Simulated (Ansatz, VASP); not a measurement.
## IrPt2 (Pt-Ir-Pt stack, (100) layers) in two plane-wave programs

Aim: how closely do two programs agree when they are given the same cell, functional and k mesh? Of the first pair: The structure shown is the start of the Ansatz relaxation below; VASP solves that cell, so the two are compared at the walk's first step.

Main program and level: Ansatz 0.2.0; plane waves, with VASP 6.6.1 beside it; PBE.

## 1. Set-up

The cell holds 3 atoms: 2 Pt and 1 Ir. Cell: a = 2.715 Å, b = 2.715 Å, c = 31.480 Å, α = 90.0°, β = 90.0°, γ = 90.0°. It derives from IrPt2. Vacuum lies along c. The height across the vacuum is the one that the program set for its solve, not the one typed.

## 2. Ansatz: relaxation, PBE

Ansatz runs on its PAW soft_1 files.

The two programs are compared at the cell with which this relaxation starts, whose forces are those of its first step.

Input file input.yaml:

```yaml
crystal:
  lattice:
    - [2.71529, 0.0, 0.0]
    - [0.0, 2.71529, 0.0]
    - [0.0, 0.0, 14.84]
  atoms:
    - { symbol: Pt, position: [0.0, 0.0, 0.37061995] }
    - { symbol: Ir, position: [0.5, 0.5, 0.5] }
    - { symbol: Pt, position: [0.0, 0.0, 0.62938005] }
  periodic: [true, true, false]
kpoints:
  mp_grid: { grid: [10, 10, 1] }
hamiltonian:
  xc: pbe
  pseudopotentials: { kind: paw, azcp: { folder: soft_1 } }
scf:
  occupations: { method: gaussian, width: 0.1 }
output:
  forces: true
  stress: true
  eigenvalues: true
  write_density: true
  write_potential: true
  elf: true
  volumetric_format: npy
relax:
  adjacent_minimum: "off"
  f_tol: 0.005
  max_steps: 80
  cell: { stress_2d_tol: 0.02 }
```

The run is started by

```
$ ansatz run input.yaml --threads 8 --pin off --max-ram 20480MiB --backend cpu --events-out ev --progress --plain --runs-dir out
```

Numbers of over 12 decimals in the logs are rounded to 6 here.

Output:

```text
Warning: crystal.periodic: the lattice vector that does not repeat stood 0.000° off the slab's normal, 14.840 Å along it as the deck builds it. The run solves the slab on a vector along the normal, 31.480 Å long, with every atom where it was (on the deck's vector they left 11.00 Å outside them, and the widest stretch free of ions among them is 1.92 Å). A fractional position that the run reports is one of the run's ce [...]
crystal.periodic: the lattice vector that does not repeat stood 0.000° off the slab's normal, 14.840 Å along it as the deck builds it. The run solves the slab on a vector along the normal, 31.480 Å long, with every atom where it was (on the deck's vector they left 11.00 Å outside them, and the widest stretch free of ions among them is 1.92 Å). A fractional position that the run reports is one of the run's cell, which [...]
Engine: ansatz 0.2.0, aarch64-unknown-linux-gnu
Pseudopotentials: kind: paw
Pseudopotential: Pt, paw, valence charge 18, recommended cutoff 420 eV (normal), soft_1/Pt.paw.azcp
Pseudopotential: Ir, paw, valence charge 17, recommended cutoff 420 eV (normal), soft_1/Ir.paw.azcp
Functional definition: PBE
  parameter kappa = 0.804
  parameter beta = 0.066725
  exchange = pbe_x(kappa = kappa, mu = beta*pi^2/3)
  correlation = pbe_c(beta = beta)
Crystal: 3 atoms, lattice volume = 232.096 Å³
Basis set: ecut = 420 eV, 4597 PW (Γ), exchange–correlation on 40×40×432 points (8 copies of the dense FFT grid, shifted against one another)
Bands: 32, of which v1, the nominal top of the filled ones, is band 27 counted from 1 (26 counted from 0)
Symmetry: 16 space group operations
Space group: P4/mmm (ITA 123), of the structure as read, at distance tolerance 6.1e-5 Å
k-points: 21 of 100
Non-local potential: Pt, projectors of the file, l = 0: 3, l = 1: 2, l = 2: 2, l = 3: 1
Non-local potential: Ir, projectors of the file, l = 0: 3, l = 1: 2, l = 2: 2, l = 3: 1
PAW form: soft (Blöchl's): semilocal exchange-correlation on the pseudo side does not see the compensation charge
PAW one-centre angular grid: Pt, 590 points (default); XC on 64 Gauss nodes
PAW one-centre angular grid: Ir, 590 points (default); XC on 64 Gauss nodes
Initial density: superposition of atomic densities (neutral atoms: chi_scale 0, normalization atom)
Initial wavefunctions: pseudopotential atomic-orbital guess
Functional: x = pbe(κ = 0.804, μ = 0.219515), c = pbe(β = 0.066725)
SCF iter   1: F=—  HF=-36986.233651 eV  |F-HF|=—  |Δ(HF+E_count)|=         —  Δρ=5.20e-2  dr2=1.55e1  ethr=3.10e-3  ⟨swp⟩=14.3  Hψ=5307  notcnv=0
preconditioner: auto → LDOS  [metal: Δε(μ)=0.052 eV  Ē_g=6.876 eV  σ=0.100 eV  W_gap=0.27  n_scr=20 (ndim 8)  ℏωp=13.1 eV  f_vac=0.753  D(μ)=3.50/eV (n_scr^D=16)  β→1.0]
SCF iter   2: F=—  HF=-36985.217611 eV  |F-HF|=—  |Δ(HF+E_count)|=    1.02e0  Δρ=3.02e-2  dr2=2.43e0  ethr=3.10e-3  ⟨swp⟩=4.5  Hψ=2212  notcnv=0  defer=12
[...]
Crystal: 3 atoms, lattice volume = 231.402 Å³
iter 1 solved again at ethr=6.07e-10 eV; its pass at ethr=3.10e-3 eV (dr2=3.22e-7 eV) is discarded
SCF iter   1: F=—  HF=-36984.493681 eV  |F-HF|=—  |Δ(HF+E_count)|=         —  Δρ=7.24e-6  dr2=2.43e-7  ethr=6.07e-10  ⟨swp⟩=5.3  Hψ=4818  notcnv=0
preconditioner: auto → LDOS  [metal: Δε(μ)=0.012 eV  Ē_g=6.884 eV  σ=0.100 eV  W_gap=0.07  n_scr=20 (ndim 8)  ℏωp=13.1 eV  f_vac=0.751  D(μ)=3.63/eV (n_scr^D=16)  β→1.0]
SCF iter   2: F=—  HF=-36984.493686 eV  |F-HF|=—  |Δ(HF+E_count)|=   5.31e-6  Δρ=2.51e-6  dr2=1.28e-8  ethr=4.59e-10  ⟨swp⟩=2.8  Hψ=1040  notcnv=0
SCF iter   3: F=—  HF=-36984.493686 eV  |F-HF|=—  |Δ(HF+E_count)|=   4.00e-8  Δρ=1.50e-6  dr2=1.27e-8  ethr=2.42e-11  ⟨swp⟩=4.4  Hψ=1839  notcnv=0
SCF iter   4: F=—  HF=-36984.493686 eV  |F-HF|=—  |Δ(HF+E_count)|=   1.66e-9  Δρ=5.79e-7  dr2=1.52e-9  ethr=2.41e-11  ⟨swp⟩=3.0  Hψ=1044  notcnv=0
SCF iter   5: F=-36984.493686 eV  HF=-36984.493686 eV  |F-HF|=7.28e-10  |Δ(HF+E_count)|=   1.51e-9  Δρ=1.09e-7  dr2=1.08e-10  ethr=1.19e-12  ⟨swp⟩=15.8  Hψ=6066  notcnv=0
SCF 5 converged in 5 iterations: F = -36984.493686 eV  dr2 = 1.08e-10
relax step   5: F+E_penalty+E_count = -36984.49368625 eV  Δ(F+E_penalty+E_count) = +2.467e-6 eV  max|allowed force component| = 6.531e-6 eV/Å  Δτ_max = 0.0000 Å  P = +0.000 N/m  Ω = 231.402 Å³  energy of the carried Pulay correction = +7.743e-5 eV  fix = [c, alpha, beta]  reactions: c +0.000 N/m  (5 SCF iters, dr2 threshold 6.30e-10 eV, accepted)
Initial wavefunctions: pseudopotential atomic-orbital guess (no wavefunctions were taken with the density)
iter 1 solved again at ethr=8.11e-7 eV; its pass at ethr=3.10e-3 eV (dr2=4.30e-4 eV) is discarded
SCF iter   1: F=—  HF=-36984.493631 eV  |F-HF|=—  |Δ(HF+E_count)|=         —  Δρ=3.88e-6  dr2=1.44e-8  ethr=8.11e-7  ⟨swp⟩=6.2  Hψ=8267  notcnv=0
eigensolver tolerance schedule: the retry pair's looser diagonalisation over-reported the residual by 29877.49 of it (diagonalisation noise at an unbounded share of the residual, at the tolerance the schedule requests for it); recorded, not acted on — ethr = c·dr2/N_el stays at c = 1.0e-1
SCF iter   2: F=—  HF=-36984.493620 eV  |F-HF|=—  |Δ(HF+E_count)|=   1.11e-5  Δρ=3.17e-6  dr2=3.37e-8  ethr=2.71e-11  ⟨swp⟩=7.6  Hψ=3340  notcnv=0
SCF iter   3: F=—  HF=-36984.493620 eV  |F-HF|=—  |Δ(HF+E_count)|=  2.18e-10  Δρ=9.67e-7  dr2=1.05e-9  ethr=2.71e-11  ⟨swp⟩=3.3  Hψ=1468  notcnv=0
SCF iter   4: F=—  HF=-36984.493620 eV  |F-HF|=—  |Δ(HF+E_count)|=   1.28e-9  Δρ=3.27e-7  dr2=5.44e-10  ethr=1.98e-12  ⟨swp⟩=3.2  Hψ=1505  notcnv=0
SCF iter   5: F=—  HF=-36984.493620 eV  |F-HF|=—  |Δ(HF+E_count)|=  7.86e-10  Δρ=7.98e-8  dr2=2.09e-11  ethr=1.03e-12  ⟨swp⟩=3.4  Hψ=1377  notcnv=0
SCF iter   6: F=-36984.493620 eV  HF=-36984.493620 eV  |F-HF|=1.38e-10  |Δ(HF+E_count)|=  1.46e-10  Δρ=2.11e-8  dr2=1.09e-12  ethr=1.00e-12  ⟨swp⟩=15.6  Hψ=5641  notcnv=0
SCF 6 converged in 6 iterations: F = -36984.493620 eV  dr2 = 1.09e-12
relax step   6: F+E_penalty+E_count = -36984.49362029 eV  Δ(F+E_penalty+E_count) = +6.596e-5 eV  max|allowed force component| = 2.410e-5 eV/Å  Δτ_max = 0.0000 Å  P = +0.001 N/m  Ω = 231.402 Å³  fix = [c, alpha, beta]  reactions: c +0.000 N/m  stress off target by 9.28e-4 N/m on what of the cell is left free  SCF on the basis re-selected at this cell (its energy is not comparable with the rows above)  (6 SCF iters)
basis re-selected at this cell: Δ(F+E_penalty+E_count) = +6.596e-5 eV, ΔP = +0.001 N/m vs the last step (what re-selecting the basis moved, of the pressure what is left beyond the Pulay correction that the steps carried, after the strain that the cell walked since its last selection, with what the two solves' SCF thresholds leave and, on support functions, any second-order correction that the steps lacked; it is no m [...]
WARN: The output density's exchange-correlation potential varies sharply where the density is thin. Do not read a vacuum level from v_tot or v_xc, or from such a field of the output density. On a cell that repeats whose density bears no net charge and no dipole along the vacuum's axis use v_es (v_loc + v_h of the components); under efield.dipole_correction with no amplitude use v_es + v_field, which holds any externa [...]
SCF converged after 6 iterations
Free energy (F): -36984.493620 eV
Harris-Foulkes:  -36984.493620 eV  (|F-HF|=1.38e-10)
Internal energy: -36984.475458 eV  (E = F + TS)
E sigma→0 (E₀):  -36984.484539 eV
Entropy (-TS):   -0.018162 eV (-6.054 meV/atom)
Fermi energy:    -5.711121 eV
--- Per-component energies (eV) ---
  E_band       = -1906.934481
  E_kinetic    = 1731.796575
  E_local      = -210707.064943  (includes V_loc(G=0)·N_el)
  E_nonlocal   = 598.020124
  E_hartree    = 104091.679333
  E_xc         = -692.649757
  E_vxc        = -796.248547  (∫ρ·V_xc dr)
  E_paw        = -28233.358218  (= ΣΔE_a)
  E_vpaw       = -916.799043  (= ΣTr[D̂ρ^β])
  E_aug_tail   = 0.002582  (compensation charges beyond the density's cutoff)
  E_ewald      = 96227.098846
  E_smearing   = -0.018162  (= −TS)
  E_closure    = -0.000000  (closes the sum)
  Σ components = -36984.493620   (vs F -36984.493620, Δ=0.00e0)
--- Forces (eV/Å), atoms counted from 1 ---
  atom   1  Pt    -0.00000000     0.00000000    -0.00002410
  atom   2  Ir     0.00000000     0.00000000     0.00000000
  atom   3  Pt    -0.00000000     0.00000000     0.00002410
  max |Σ_I F_I| component: 8.08e-28 eV/Å
--- 2D stress c σ (N/m, compression-positive) ---
        0.000928       0.000000       0.000000
        0.000000       0.000928       0.000000
        0.000000       0.000000       0.000000
  P = ½ c Tr σ = 0.0009 N/m
--- Band table (eV; the first three rows and the last of 21) ---
  k-point 0: bands = [... 23 lower, -7.2554, -6.5594, -6.1372, -6.1084, -5.1846, -5.1846, -5.1265, -4.0175, ... 1 higher]
  k-point 1: bands = [... 23 lower, -7.4263, -6.6347, -6.4062, -6.0270, -5.4370, -5.2757, -5.0961, -2.9136, ... 1 higher]
  k-point 2: bands = [... 23 lower, -7.2012, -6.9298, -6.8690, -6.5356, -5.5057, -5.0556, -4.3776, -1.3931, ... 1 higher]
  k-point 20: bands = [... 23 lower, -5.7052, -4.7068, -4.7047, -3.9055, -1.8514, -1.8514, 2.1485, 2.1485, ... 1 higher]
--- Relaxed structure (5 steps of the walk, 4 accepted, 1 SCFs on fresh bases) ---
  F+E_penalty+E_count = -36984.49362029 eV   max|allowed force component| = 2.410e-5 eV/Å   (the final SCF, on the basis selected at the relaxed cell)
  cell:  # Å, volume = 231.4019 Å³
    - [2.711228, 0, 0.0]
    - [0, 2.711228, 0.0]
    - [0.0, 0.0, 31.479999768]
  atoms:
    - { symbol: Pt, position: [0, 0, 0.174281] }
    - { symbol: Ir, position: [0.5, 0.5, 0.235705] }
    - { symbol: Pt, position: [0, 0, 0.297129] }
```

In the SCF lines HF is the Harris–Foulkes energy and dr2 the Hartree energy of the density residual, in eV; the loop may stop once dr2 is under the threshold and the program's other checks hold. Hψ counts applications of the Hamiltonian.

## 3. VASP: single point, PBE, start cell, pair 1

The same cell, functional, mesh and smearing now go to VASP, with its own data sets.

Lines of VASP's logs that name or quote its potential files are left out, and so is its time.

Input file INCAR:

```
SYSTEM = IrPt2
PREC = Accurate
ENCUT = 400
EDIFF = 1E-06
NELM = 120
ISMEAR = 0
SIGMA = 0.1
LREAL = .FALSE.
ALGO = Normal
GGA = PE
NBANDS = 20
LASPH = .TRUE.
LORBIT = 11
LWAVE = .FALSE.
LCHARG = .FALSE.
ISIF = 2
LDIPOL = .TRUE.
IDIPOL = 3
DIPOL = 0.5 0.5 0.236
LVHAR = .TRUE.
GGA_COMPAT = .FALSE.
NELMDL = -8
KPAR = 2
```

Input file POSCAR:

```
IrPt2
1.0
    2.7152900000      0.0000000000      0.0000000000
    0.0000000000      2.7152900000      0.0000000000
    0.0000000000      0.0000000000     31.4800000000
Pt Ir
2 1
Direct
    0.0000000000      0.0000000000      0.1747141042
    0.0000000000      0.0000000000      0.2966963151
    0.5000000000      0.5000000000      0.2357052097
```

Input file KPOINTS:

```
Automatic mesh
0
Gamma
10 10 1
0 0 0
```

Potentials, in the order of the species: Pt and Ir (PBE family, release 64).

The run is started by

```
$ mpirun -np 2 vasp_std
```

Output:

```text
[banner, memory and clock lines left out]
running    2 mpi-ranks, on    1 nodes
 distrk:  each k-point on    1 cores,    2 groups
 distr:  one band on    1 cores,    1 groups

 POSCAR found type information on POSCAR PtIr
 POSCAR found :  2 types and       3 ions
 LDA part: xc-table for (Slater+PW92), standard interpolation
 POSCAR, INCAR and KPOINTS ok, starting setup
 FFT: planning ... GRIDC
 FFT: planning ... GRID_SOFT
 FFT: planning ... GRID
 WAVECAR not read
 entering main loop
       N       E                     dE             d eps       ncg     rms          rms(c)
DAV:   1     0.204348093594E+03    0.20435E+03   -0.90891E+03   840   0.888E+02
DAV:   2    -0.506053018462E+01   -0.20941E+03   -0.19534E+03  1184   0.241E+02
DAV:   3    -0.201587054666E+02   -0.15098E+02   -0.14258E+02  1044   0.653E+01
DAV:   4    -0.206409429976E+02   -0.48224E+00   -0.45147E+00  1008   0.118E+01
DAV:   5    -0.206569766431E+02   -0.16034E-01   -0.15908E-01  1048   0.205E+00
DAV:   6    -0.206577660100E+02   -0.78937E-03   -0.78920E-03  1216   0.359E-01
DAV:   7    -0.206577800950E+02   -0.14085E-04   -0.14085E-04  1084   0.410E-02
DAV:   8    -0.206577810040E+02   -0.90894E-06   -0.90885E-06   880   0.779E-03    0.205E+01
DAV:   9    -0.195075562457E+02    0.11502E+01   -0.32860E+00  1048   0.176E+01    0.109E+01
DAV:  10    -0.206744146818E+02   -0.11669E+01   -0.84211E+00  1088   0.275E+01    0.919E+00
DAV:  11    -0.193140126192E+02    0.13604E+01   -0.60481E+00  1104   0.228E+01    0.180E+00
DAV:  12    -0.192995628739E+02    0.14450E-01   -0.13619E-01  1016   0.325E+00    0.467E-01
DAV:  13    -0.192958875759E+02    0.36753E-02   -0.19772E-02  1252   0.148E+00    0.213E-01
DAV:  14    -0.192959730481E+02   -0.85472E-04   -0.65512E-04  1040   0.230E-01    0.104E-01
DAV:  15    -0.192960208071E+02   -0.47759E-04   -0.10065E-04  1204   0.903E-02    0.608E-02
DAV:  16    -0.192960229210E+02   -0.21140E-05   -0.16244E-05  1020   0.320E-02    0.165E-02
DAV:  17    -0.192960269039E+02   -0.39829E-05   -0.27613E-06   728   0.140E-02    0.826E-03
DAV:  18    -0.192960308844E+02   -0.39805E-05   -0.11215E-06   644   0.712E-03    0.210E-03
DAV:  19    -0.192960315026E+02   -0.61821E-06   -0.10260E-07   556   0.233E-03
   1 F= -.19296032E+02 E0= -.19287003E+02  d E =-.180573E-01
```

Parts of OUTCAR (step 3):

```text
ion  position               nearest neighbor table
   1  0.000  0.000  0.175-   3 2.72   3 2.72   3 2.72   3 2.72
   2  0.000  0.000  0.297-   3 2.72   3 2.72   3 2.72   3 2.72
   3  0.500  0.500  0.236-   2 2.72   2 2.72   2 2.72   2 2.72   1 2.72   1 2.72   1 2.72   1 2.72

  LATTYP: Found a simple tetragonal cell.
 ALAT       =     2.7152900000
 C/A-ratio  =    11.5936051030

 Subroutine GETGRP returns: Found 16 space group operations
 (whereof  8 operations were pure point group operations)

The static configuration has the point symmetry C_4v.
 The point group associated with its full space group is D_4h.

 Found     21 irreducible k-points:

   k-points           NKPTS =     21   k-points in BZ     NKDIM =     21   number of bands    NBANDS=     20

   dimension x,y,z NGX =    18 NGY =   18 NGZ =  210
   dimension x,y,z NGXF=    36 NGYF=   36 NGZF=  420

   ENCUT  =  400.0 eV  29.40 Ry    5.42 a.u.   4.43  4.43 51.34*2*pi/ulx,y,z

   NELECT =      29.0000    total number of electrons

 k-points in reciprocal lattice and weights: Automatic mesh
   0.00000000  0.00000000  0.00000000       0.010
   0.10000000  0.00000000  0.00000000       0.040
   0.20000000  0.00000000  0.00000000       0.040
   0.30000000  0.00000000  0.00000000       0.040
   0.40000000  0.00000000  0.00000000       0.040
   0.50000000  0.00000000  0.00000000       0.020
   0.10000000  0.10000000  0.00000000       0.040
   0.20000000  0.10000000  0.00000000       0.080
   0.30000000  0.10000000  0.00000000       0.080
[...]
0.50000000  0.40000000  0.00000000       0.040
   0.50000000  0.50000000  0.00000000       0.010

 dipolmoment           0.000000      0.000000      0.000000 electrons x Angstroem

 average (electrostatic) potential at core
       1 -76.5146       2 -76.5146       3 -61.4079

 E-fermi :  -2.5302

 k-point     1 :       0.0000    0.0000    0.0000
  band No.  band energies     occupation
    ...
     11      -4.0954      2.00000
     12      -4.0954      2.00000
     13      -3.4411      2.00000
     14      -2.9938      2.00000
     15      -2.8909      2.00000
     16      -2.0109      0.00000
     17      -2.0109      0.00000
     18      -1.9686      0.00000
     19      -0.7754      0.00000
     20       2.9596      0.00000

 k-point     2 :       0.1000    0.0000    0.0000
  band No.  band energies     occupation
    ...
     11      -4.2807      2.00000
     12      -4.2211      2.00000
     13      -3.5015      2.00000
     14      -3.2599      2.00000
     15      -2.8385      1.99999
     16      -2.2307      0.00002
     17      -2.1124      0.00000
     18      -1.9211      0.00000
     19       0.3078      0.00000
     20       3.1601      0.00000

 k-point     3 :       0.2000    0.0000    0.0000
  band No.  band energies     occupation
    ...
     11      -4.7196      2.00000
     12      -3.9894      2.00000
     13      -3.7803      2.00000
     14      -3.7151      2.00000
     15      -3.3522      2.00000
     16      -2.3288      0.00439
     17      -1.8768      0.00000
     18      -1.1720      0.00000
     19       1.8175      0.00000
     20       3.7504      0.00000

  Total        0.0607676      0.0607676      0.4317814      0.0000000     -0.0000000      0.0000000
  in kB        0.4194838      0.4194838      2.9806253      0.0000000     -0.0000000      0.0000000
  external PRESSURE =       1.2731976 kB  Pullay stress =       0.0000000 kB

  energy-cutoff  :      400.00
  volume of cell :      232.10
      direct lattice vectors                 reciprocal lattice vectors
     2.715290000  0.000000000  0.000000000     0.368284787  0.000000000  0.000000000
     0.000000000  2.715290000  0.000000000     0.000000000  0.368284787  0.000000000
     0.000000000  0.000000000 31.480000000     0.000000000  0.000000000  0.031766201

 POSITION                                       TOTAL-FORCE (eV/Angst)
 -----------------------------------------------------------------------------------
      0.00000      0.00000      5.50000         0.000000      0.000000     -0.118227
      0.00000      0.00000      9.34000        -0.000000      0.000000      0.118227
      1.35764      1.35764      7.42000         0.000000     -0.000000     -0.000000
 -----------------------------------------------------------------------------------
    total drift:                                0.000000      0.000000      0.000004

  FREE ENERGIE OF THE ION-ELECTRON SYSTEM (eV)
  ---------------------------------------------------
  free  energy   TOTEN  =       -19.2960315026 eV

  energy  without entropy=      -19.2779741735  energy(sigma->0) =      -19.28700284

 vacuum level on the upper side and lower side of the slab         3.181         3.181

 total charge
# of ion       s       p       d       tot
------------------------------------------
    1        0.672   0.515   8.019   9.205
    2        0.672   0.515   8.019   9.205
    3        0.641   0.658   6.964   8.263
--------------------------------------------------
tot          1.984   1.688  23.001  26.674

[... 3 further parts left out ...]
```

The run ends at a pressure of 0.13 GPa, with forces up to 0.12 eV/Å.

## 4. Side by side

Known differences besides the potentials themselves: Ansatz cuts the interaction across the vacuum, VASP repeats the sheet with a dipole correction (LDIPOL); the data sets hold 53 valence electrons in Ansatz (on its PAW soft_1 files) and 29 in VASP; the cutoff is 420 eV in Ansatz and 400 eV in VASP. Total energies have different zeros and are not compared.

Forces (eV/Å; atoms numbered as in POSCAR):

```tsv
atom	Ansatz x, y, z	VASP x, y, z
Pt1	0.000, 0.000, -0.103	0.000, 0.000, -0.118
Pt2	0.000, 0.000, 0.103	0.000, 0.000, 0.118
Ir3	0.000, 0.000, 0.000	0.000, 0.000, 0.000
```

The forces differ by 7.2 meV/Å r.m.s., which is 12.9 % of the r.m.s. force of 0.056 eV/Å (both taken over all components). Where the cell holds vacuum, a pressure given here is an average over it and none of the material.

## 5. Ansatz: relaxation, PBE

This run makes the geometry at which the two programs are then compared.

The structure compared here is the end of the Ansatz relaxation.

This is the run of step 2 again, met here at its other cell.

(Part 1 of 2 ends here.)

[Lines on the potential files, build, host, timing and source positions are cut from VASP's logs without a mark.]

[Logs are printed without paths, hosts, clocks, repeated set-up lines and the standing remarks that a program may print on its own settings, such as how far it seeks lower states.]

[Hosts, paths, dates, database ids (printed as entryN), source tags and the programs' standing remarks are cut or masked in the printed files.]
